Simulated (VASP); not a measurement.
# AlC18 in VASP: further runs, part 2 of 2

VASP 6.6.1.

### Step 4. Single point, PBE, collinear spin, zero start

Input file INCAR:

```
PREC = Accurate
ENCUT = 520
EDIFF = 1E-7
ISMEAR = -1
SIGMA = 0.02
LREAL = Auto
LASPH = T
NELM = 150
ALGO = Fast
ISIF = 2
LWAVE = F
LCHARG = F
ISPIN = 2
MAGMOM = 0 0 0 0 0 0 0 0 0 0 0 0 0 0 0 0 0 0 0
LORBIT = 11
GGA = PE
NBANDS = 56
```

Input file KPOINTS:

```
Automatic mesh
0
Gamma
  2 2 1
```

Input file POSCAR:

```
AlC18
1.0
    7.3980000000      0.0000000000      0.0000000000
   -3.6990000000      6.4068560000      0.0000000000
    0.0000000000      0.0000000000     11.0000000000
C Al
18 1
Direct
   -0.0045356435     -0.0082343040      0.0899735455
    0.2171801590      0.1032913804      0.0909911818
   -0.0045641792      0.3252003791      0.0901375455
    0.2170985756      0.4352420282      0.0907014545
   -0.0054267163      0.6580378894      0.0910110000
    0.2164168836      0.7690519344      0.0915309091
    0.3279313336     -0.0078394145      0.0914144545
    0.5512728681      0.1041123759      0.0902920909
    0.3286506912      0.3250583437      0.0904581818
    0.5508932990      0.4361477767      0.0902645455
    0.3278267399      0.6572339069      0.0907797273
    0.5514260556      0.7686753066      0.0890869091
    0.6634543792     -0.0074348479      0.0886264545
    0.8856711217      0.1035963661      0.0893204545
    0.6625651185      0.3261861980      0.0904123636
    0.8842682587      0.4362707699      0.0903082727
    0.6626830258      0.6577521018      0.0896340909
    0.8843290125      0.7695320450      0.0900165455
    0.4843380262      0.8888793505      0.2814040909
```

The run is started by

```
$ cat potpaw_PBE.64/C/POTCAR potpaw_PBE.64/Al/POTCAR > POTCAR
$ mpirun -np 1 vasp_std > vasp.out
```

Run time: 7.5 min. Hardware: 1 thread of Intel Xeon Platinum 8488C (Sapphire Rapids), shared host; peak memory 0.8 GiB.

The run converged. Its results:

- Free energy: -167.5601 eV
- Largest force: 0.156 eV/Å
- Band gap on the k mesh: none (metal or under the smearing width)
- Net moment: 0.00 μB per cell
- Valence electrons inside the program's atomic spheres: C 2.66, 2.65; Al 0.75

Forces in eV/Å, atoms in the order of the input:
```
C    0.003  0.001  0.005
C    0.006  0.006  0.002
C    0.009 -0.004  0.002
C    0.011 -0.007  0.000
C    0.009 -0.002 -0.002
C    0.012  0.006 -0.005
C    0.012 -0.003  0.001
C    0.004  0.002  0.000
C    0.005  0.001  0.000
C    0.010  0.004  0.003
C    0.009  0.007  0.002
C    0.008 -0.001  0.006
C    0.005  0.002  0.007
C    0.014  0.005  0.003
C    0.012  0.000  0.001
C    0.008  0.003 -0.004
C    0.007  0.003  0.001
C    0.008  0.004  0.000
Al  -0.152 -0.029 -0.022
```

Levels at points of the mesh, in eV from the Fermi level:
Spin up:
```csv
k point,band 34,band 35,band 36,band 37,band 38,band 39,band 40,band 41
"(0.00, 0.00, 0.00)",-3.45,-2.73,-0.75,-0.74,-0.53,-0.53,1.89,1.97
"(0.50, 0.00, 0.00)",-3.37,-3.12,-2.81,-2.57,0.88,1.42,1.54,1.64
"(0.00, 0.50, 0.00)",-3.30,-3.13,-2.81,-2.57,0.95,1.37,1.43,1.75
"(0.50, 0.50, 0.00)",-3.34,-3.12,-2.81,-2.57,0.91,1.39,1.52,1.68
```
Spin down:
```tsv
k point	band 33	band 34	band 35	band 36	band 37	band 38	band 39	band 40	band 41	band 42
(0.00, 0.00, 0.00)	-3.45	-3.45	-2.73	-0.75	-0.74	-0.53	-0.53	1.89	1.97	2.72
(0.50, 0.00, 0.00)	-3.44	-3.37	-3.12	-2.81	-2.57	0.88	1.42	1.54	1.64	1.91
(0.00, 0.50, 0.00)	-3.53	-3.30	-3.13	-2.81	-2.57	0.95	1.37	1.43	1.75	1.89
(0.50, 0.50, 0.00)	-3.48	-3.34	-3.12	-2.81	-2.57	0.91	1.39	1.52	1.68	1.90
```

Caveat: the k mesh is coarse (spacing up to 0.49 Å⁻¹), so the values aren't converged.

### Step 5. Single point, PBE, collinear spin, zero start

Input file INCAR:

```
SYSTEM = AlC18
ALGO = Normal ; EDIFF = 1E-6
ENCUT = 520 ; GGA = PE
ISIF = 2 ; ISMEAR = -1
ISPIN = 2 ; LASPH = .TRUE.
LCHARG = .FALSE. ; LORBIT = 11
LREAL = Auto ; LWAVE = .FALSE.
MAGMOM = 0 0 0 0 0 0 0 0 0 0 0 0 0 0 0 0 0 0 0 ; NBANDS = 56
NELM = 150 ; PREC = Accurate
SIGMA = 0.02
```

Input file KPOINTS:

```
k-points
0
G
  2 2 1
  0 0 0
```

Input file POSCAR:

```
AlC18
1.0
    7.3980000000      0.0000000000      0.0000000000
   -3.6990000000      6.4068560000      0.0000000000
    0.0000000000      0.0000000000     11.0000000000
C Al
18 1
Direct
   -0.0046138485     -0.0086218576      0.0896833636
    0.2171346253      0.1028093967      0.0910604545
   -0.0046612665      0.3249678157      0.0900850909
    0.2169810439      0.4350594114      0.0908663636
   -0.0053843592      0.6577611546      0.0909157273
    0.2163499131      0.7688179663      0.0916980000
    0.3276547502     -0.0084612484      0.0917094545
    0.5507099547      0.1035323722      0.0905037273
    0.3284071734      0.3246486264      0.0905220909
    0.5506803912      0.4356784357      0.0903726364
    0.3274413046      0.6570413008      0.0910375455
    0.5509560451      0.7681332310      0.0883768182
    0.6631683760     -0.0077321856      0.0873667273
    0.8856690664      0.1033386734      0.0887142727
    0.6622841460      0.3256875135      0.0905583636
    0.8840635025      0.4359412792      0.0902195455
    0.6625184855      0.6572743324      0.0892665455
    0.8842084719      0.7691279467      0.0896972727
    0.5295777442      0.8957551098      0.2837097273
```

The run is started by

```
$ cat potpaw_PBE.64/C/POTCAR potpaw_PBE.64/Al/POTCAR > POTCAR
$ mpirun -np 1 vasp_std > vasp.out
```

Wall time 5.7 min (1 thread of Intel Xeon Platinum 8488C (Sapphire Rapids), shared host); peak memory 0.81 GiB.

Results (log left out):

```
Free energy                                           : -167.4971 eV
Largest force                                         : 0.223 eV/Å
Band gap on the k mesh                                : none (metal or under the smearing width)
Net moment                                            : 0.00 μB per cell
Valence electrons inside the program's atomic spheres : C 2.66, 2.65; Al 0.75
```

Forces on the atoms (eV/Å):
```
C    0.002 -0.008  0.000
C    0.008  0.010  0.001
C    0.002 -0.001  0.002
C    0.019 -0.015  0.001
C    0.013 -0.006  0.001
C    0.018  0.009  0.002
C    0.017 -0.003  0.004
C    0.001 -0.002  0.002
C    0.010  0.006  0.002
C    0.007  0.002  0.000
C    0.002  0.013  0.008
C    0.012  0.002  0.008
C    0.011  0.008  0.011
C    0.033  0.007 -0.003
C    0.022  0.009 -0.002
C    0.014 -0.005 -0.003
C    0.024 -0.003 -0.002
C    0.004  0.010 -0.003
Al  -0.219 -0.031 -0.028
```

Levels at points of the mesh, in eV from the Fermi level:
Spin up:
| k point | band 33 | band 34 | band 35 | band 36 | band 37 | band 38 | band 39 | band 40 | band 41 | band 42 |
| --- | --- | --- | --- | --- | --- | --- | --- | --- | --- | --- |
| (0.00, 0.00, 0.00) | -3.46 | -3.46 | -2.87 | -0.78 | -0.76 | -0.53 | -0.50 | 1.60 | 1.82 | 2.72 |
| (0.50, 0.00, 0.00) | -3.44 | -3.31 | -3.12 | -2.82 | -2.68 | 0.70 | 1.23 | 1.57 | 1.66 | 2.00 |
| (0.00, 0.50, 0.00) | -3.58 | -3.21 | -3.18 | -2.81 | -2.69 | 0.90 | 1.14 | 1.26 | 1.87 | 1.94 |
| (0.50, 0.50, 0.00) | -3.48 | -3.27 | -3.14 | -2.82 | -2.68 | 0.74 | 1.17 | 1.53 | 1.71 | 1.98 |
Spin down:
| k point | band 33 | band 34 | band 35 | band 36 | band 37 | band 38 | band 39 | band 40 | band 41 | band 42 |
| --- | --- | --- | --- | --- | --- | --- | --- | --- | --- | --- |
| (0.00, 0.00, 0.00) | -3.46 | -3.46 | -2.87 | -0.78 | -0.76 | -0.53 | -0.50 | 1.60 | 1.82 | 2.72 |
| (0.50, 0.00, 0.00) | -3.44 | -3.31 | -3.12 | -2.82 | -2.68 | 0.70 | 1.23 | 1.57 | 1.66 | 2.00 |
| (0.00, 0.50, 0.00) | -3.58 | -3.21 | -3.18 | -2.81 | -2.69 | 0.90 | 1.14 | 1.26 | 1.87 | 1.94 |
| (0.50, 0.50, 0.00) | -3.48 | -3.27 | -3.14 | -2.82 | -2.68 | 0.74 | 1.17 | 1.53 | 1.71 | 1.98 |

Caveat: the k mesh is coarse (spacing up to 0.49 Å⁻¹), so the values aren't converged.

### Step 6. Single point, PBE, collinear spin, zero start

Input file INCAR:

```
PREC = Accurate ; ENCUT = 520
EDIFF = 1E-6 ; ISMEAR = -1
SIGMA = 0.02 ; LREAL = Auto
LASPH = T ; NELM = 150
ALGO = Fast ; ISIF = 2
LWAVE = F ; LCHARG = T
ISPIN = 2 ; MAGMOM = 0 0 0 0 0 0 0 0 0 0 0 0 0 0 0 0 0 0 0
LORBIT = 11 ; GGA = PE
LELF = T ; LVHAR = T
NBANDS = 56
```

Input file KPOINTS:

```
Automatic mesh
0
Gamma
  2 2 1
```

Input file POSCAR:

```
AlC18
1.0
    7.3980000000      0.0000000000      0.0000000000
   -3.6990000000      6.4068560000      0.0000000000
    0.0000000000      0.0000000000     11.0000000000
C Al
18 1
Direct
   -0.0046044618     -0.0089377692      0.0898303636
    0.2171658038      0.1024878661      0.0909180909
   -0.0046965992      0.3248671423      0.0902411818
    0.2168998522      0.4349743462      0.0908631818
   -0.0053270528      0.6575189141      0.0906066364
    0.2163864779      0.7686656294      0.0910794545
    0.3275257915     -0.0089102986      0.0912376364
    0.5501980852      0.1030817612      0.0903340000
    0.3282611371      0.3243562833      0.0905185455
    0.5505186000      0.4352961890      0.0905538182
    0.3270947672      0.6569178393      0.0907448182
    0.5504142151      0.7677408389      0.0881234545
    0.6626790302     -0.0079666220      0.0866417273
    0.8855494535      0.1030816051      0.0889260909
    0.6620326707      0.3252548520      0.0906250000
    0.8839415742      0.4357071550      0.0901392727
    0.6623843382      0.6569657567      0.0894837273
    0.8841922290      0.7688148446      0.0897480000
    0.5741962953      0.9008432529      0.2857489091
```

Potentials or basis: VASP PAW PBE potentials, release 64 (C, Al).

The run is started by

```
$ cat potpaw_PBE.64/C/POTCAR potpaw_PBE.64/Al/POTCAR > POTCAR
$ mpirun -np 1 vasp_std > vasp.out
```

Wall time 6.1 min (1 thread of Intel Xeon Platinum 8488C (Sapphire Rapids), shared host); peak memory 0.81 GiB.

It converged, with:

```
Free energy                                           : -167.4349 eV
Largest force                                         : 0.153 eV/Å
Band gap on the k mesh                                : none (metal or under the smearing width)
Net moment                                            : 0.00 μB per cell
Valence electrons inside the program's atomic spheres : C 2.66, 2.65; Al 0.75
```

Forces in eV/Å, atoms in the order of the input:
```
C   -0.004 -0.010 -0.004
C    0.006  0.009  0.001
C   -0.004 -0.002  0.001
C    0.018 -0.017  0.001
C    0.012 -0.011  0.006
C    0.016  0.007 -0.002
C    0.016  0.001  0.003
C   -0.004  0.004  0.007
C    0.004  0.002  0.002
C   -0.003 -0.001 -0.001
C   -0.006  0.002  0.010
C    0.014  0.018  0.006
C    0.008 -0.003  0.006
C    0.028  0.008 -0.005
C    0.021  0.002 -0.003
C    0.009 -0.006 -0.003
C    0.023 -0.004  0.000
C   -0.002  0.017 -0.004
Al  -0.151 -0.018 -0.020
```

Levels at points of the mesh, in eV from the Fermi level:
Spin up:
```tsv
k point	band 34	band 35	band 36	band 37	band 38	band 39	band 40	band 41
(0.00, 0.00, 0.00)	-3.51	-3.04	-0.85	-0.80	-0.58	-0.54	1.32	1.63
(0.50, 0.00, 0.00)	-3.30	-3.18	-2.88	-2.84	0.49	1.02	1.53	1.63
(0.00, 0.50, 0.00)	-3.29	-3.18	-2.87	-2.85	0.81	0.91	1.07	1.87
(0.50, 0.50, 0.00)	-3.26	-3.20	-2.88	-2.84	0.53	0.97	1.50	1.67
```
Spin down:
```tsv
k point	band 33	band 34	band 35	band 36	band 37	band 38	band 39	band 40	band 41	band 42
(0.00, 0.00, 0.00)	-3.51	-3.51	-3.04	-0.85	-0.80	-0.58	-0.54	1.32	1.63	2.65
(0.50, 0.00, 0.00)	-3.48	-3.30	-3.18	-2.88	-2.84	0.49	1.02	1.53	1.63	1.99
(0.00, 0.50, 0.00)	-3.59	-3.29	-3.18	-2.87	-2.85	0.81	0.91	1.07	1.87	1.91
(0.50, 0.50, 0.00)	-3.51	-3.26	-3.20	-2.88	-2.84	0.53	0.97	1.50	1.67	1.97
```

Caveat: the k mesh is coarse (spacing up to 0.49 Å⁻¹), so the values aren't converged.
